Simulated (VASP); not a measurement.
Input for VASP

**INCAR**
```
GGA = PE   ! PBE
PREC = Accurate
LCHARG = .FALSE.
ALGO = Normal
SIGMA = 0.05
LASPH = .TRUE.
ISIF = 2
SYSTEM = Be2C
ENCUT = 520
IVDW = 13   ! D4
LWAVE = .FALSE.
ISMEAR = 0
NELM = 100   ! most electronic steps
LREAL = .FALSE.   ! projection in real space or not
EDIFF = 1E-7   ! SCF stop (eV)
```

POSCAR:
```
Be2C
1
    0.0000000000     2.1955949473     2.1955949473
    2.1955949473     0.0000000000     2.1955949473
    2.1955949473     2.1955949473     0.0000000000
Be C
2 1
Direct
  0.2500000000   0.2500000000   0.2500000000
  0.7500000000   0.7500000000   0.7500000000
  0.0000000000   1.0000000000   0.0000000000
```

File KPOINTS:
```
Automatic
0
Gamma
 9 9 9
0 0 0
```

POTCAR, in this order: Be C (PBE.64 set). Program: vasp_std.

**Question.** Write an equivalent input for Ansatz.

**Answer.** One equivalent input (not run):
Ansatz 0.2 input:
```yaml
crystal:
  lattice:
    - [0.0000000, 2.1955949, 2.1955949]
    - [2.1955949, 0.0000000, 2.1955949]
    - [2.1955949, 2.1955949, 0.0000000]
  atoms:
    - { symbol: Be, position: [0.2500000, 0.2500000, 0.2500000] }
    - { symbol: Be, position: [0.7500000, 0.7500000, 0.7500000] }
    - { symbol: C, position: [0.0000000, 1.0000000, 0.0000000] }
kpoints:
  mp_grid: { grid: [9, 9, 9] }
hamiltonian:
  xc: pbe
  dispersion: d4
  pseudopotentials: { kind: paw }
scf:
  occupations: { method: gaussian, width: 0.05 }
  max_iter: 100
output: { forces: true, stress: true, eigenvalues: true }
```
What does not carry over: each code has its own PAW files, so the cut-off isn't converted (ENCUT is set for VASP's; basis.ecutwfc is left out, and Ansatz then takes the one that its files recommend); Ansatz stops its SCF on the density residual and VASP on the energy change (EDIFF).

The compound is Be2C in the antifluorite structure. This cell is one point of a volume scan, at 1.06 of the reference volume.
